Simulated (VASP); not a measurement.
OSZICAR of a VASP run on WTe (relaxed from the wurtzite structure, space group P6_3mc):

File OSZICAR:
```
       N       E                     dE             d eps       ncg     rms          rms(c)
DAV:   1     0.351010110309E+03    0.35101E+03   -0.19879E+04   872   0.139E+03
DAV:   2    -0.168012357033E+02   -0.36781E+03   -0.36399E+03   880   0.411E+02
DAV:   3    -0.329417255895E+02   -0.16140E+02   -0.15748E+02  1000   0.808E+01
DAV:   4    -0.332452998969E+02   -0.30357E+00   -0.30334E+00   848   0.120E+01
DAV:   5    -0.332527506251E+02   -0.74507E-02   -0.74482E-02  1008   0.184E+00    0.254E+01
DAV:   6    -0.321944158485E+02    0.10583E+01   -0.35353E+00   984   0.128E+01    0.984E+00
DAV:   7    -0.319519551350E+02    0.24246E+00   -0.76344E-01   992   0.431E+00    0.290E+00
DAV:   8    -0.319299258365E+02    0.22029E-01   -0.13111E-01   968   0.209E+00    0.113E+00
DAV:   9    -0.319287847514E+02    0.11411E-02   -0.34945E-03   968   0.418E-01    0.797E-01
DAV:  10    -0.319280363673E+02    0.74838E-03   -0.31418E-03   944   0.488E-01    0.120E-01
DAV:  11    -0.319280098420E+02    0.26525E-04   -0.23300E-04  1008   0.108E-01    0.435E-02
DAV:  12    -0.319280052823E+02    0.45597E-05   -0.17516E-05   888   0.282E-02    0.127E-02
DAV:  13    -0.319280049906E+02    0.29170E-06   -0.93232E-07   600   0.642E-03
   1 F= -.31928005E+02 E0= -.31926639E+02  d E =-.319280E+02
       N       E                     dE             d eps       ncg     rms          rms(c)
DAV:   1    -0.319413327241E+02   -0.13327E-01   -0.51610E-01   768   0.749E+00    0.906E-01
DAV:   2    -0.319304436378E+02    0.10889E-01   -0.57352E-02   848   0.178E+00    0.386E-01
DAV:   3    -0.319276874111E+02    0.27562E-02   -0.67849E-03   952   0.512E-01    0.106E-01
DAV:   4    -0.319274718306E+02    0.21558E-03   -0.75278E-04  1048   0.177E-01    0.433E-02
DAV:   5    -0.319274647567E+02    0.70739E-05   -0.45411E-05   952   0.456E-02    0.254E-02
DAV:   6    -0.319274619742E+02    0.27825E-05   -0.11412E-05   824   0.181E-02    0.464E-03
DAV:   7    -0.319274613030E+02    0.67116E-06   -0.21965E-06   608   0.995E-03
   2 F= -.31927461E+02 E0= -.31926541E+02  d E =0.543688E-03
       N       E                     dE             d eps       ncg     rms          rms(c)
DAV:   1    -0.319331182783E+02   -0.56563E-02   -0.16127E-01   768   0.419E+00    0.505E-01
DAV:   2    -0.319298007022E+02    0.33176E-02   -0.17727E-02   848   0.979E-01    0.216E-01
DAV:   3    -0.319289278760E+02    0.87283E-03   -0.21234E-03   960   0.272E-01    0.587E-02
DAV:   4    -0.319288664639E+02    0.61412E-04   -0.21523E-04  1096   0.904E-02    0.253E-02
DAV:   5    -0.319288659695E+02    0.49443E-06   -0.12979E-05   920   0.237E-02    0.139E-02
DAV:   6    -0.319288661720E+02   -0.20249E-06   -0.43020E-06   792   0.108E-02
   3 F= -.31928866E+02 E0= -.31927675E+02  d E =-.861181E-03
       N       E                     dE             d eps       ncg     rms          rms(c)
DAV:   1    -0.319406533831E+02   -0.11787E-01   -0.30267E-01   816   0.533E+00    0.977E-01
DAV:   2    -0.319306800440E+02    0.99733E-02   -0.44054E-02   872   0.158E+00    0.202E-01
DAV:   3    -0.319292799881E+02    0.14001E-02   -0.38899E-03   992   0.364E-01    0.140E-01
DAV:   4    -0.319290883771E+02    0.19161E-03   -0.65519E-04   904   0.168E-01    0.108E-01
DAV:   5    -0.319290794872E+02    0.88898E-05   -0.39331E-05  1104   0.448E-02    0.681E-02
DAV:   6    -0.319290799220E+02   -0.43477E-06   -0.30009E-05   984   0.343E-02    0.770E-03
DAV:   7    -0.319290799979E+02   -0.75906E-07   -0.14389E-06   528   0.763E-03
   4 F= -.31929080E+02 E0= -.31928125E+02  d E =-.213826E-03
       N       E                     dE             d eps       ncg     rms          rms(c)
DAV:   1    -0.319308933564E+02   -0.18134E-02   -0.43743E-02   816   0.203E+00    0.369E-01
DAV:   2    -0.319294543491E+02    0.14390E-02   -0.64822E-03   872   0.601E-01    0.762E-02
DAV:   3    -0.319292497159E+02    0.20463E-03   -0.56642E-04   992   0.136E-01    0.525E-02
DAV:   4    -0.319292185466E+02    0.31169E-04   -0.94804E-05   896   0.637E-02    0.410E-02
DAV:   5    -0.319292151378E+02    0.34088E-05   -0.54323E-06   856   0.172E-02    0.261E-02
DAV:   6    -0.319292129456E+02    0.21922E-05   -0.50682E-06   792   0.161E-02    0.278E-03
DAV:   7    -0.319292129712E+02   -0.25588E-07   -0.43246E-07   424   0.601E-03
   5 F= -.31929213E+02 E0= -.31928164E+02  d E =-.346799E-03
```

### Question
Which electronic solver shows in the log?

### Answer
It is blocked Davidson (ALGO = Normal, or the opening steps of other solvers). The INCAR had ALGO = Normal.

### Question
Can the final energy be trusted as converged?

### Answer
The run converged. It stopped with EDIFF = 1E-6, NELM = 100, NSW = 60 and EDIFFG = -0.02 after 5 ionic steps (PBEsol GGA, plane waves, VASP's PBE PAW potentials (set 64)).

The structure was generated: WTe was put into the wurtzite type (P6_3mc), which need not be its known phase. This run relaxes it. Symmetry was kept, so distortions that lower it aren't found. The k-mesh is coarse (spacing up to 0.32 per Å, 2π included), so the numbers may not be converged in it. The start is the result of an earlier pass.
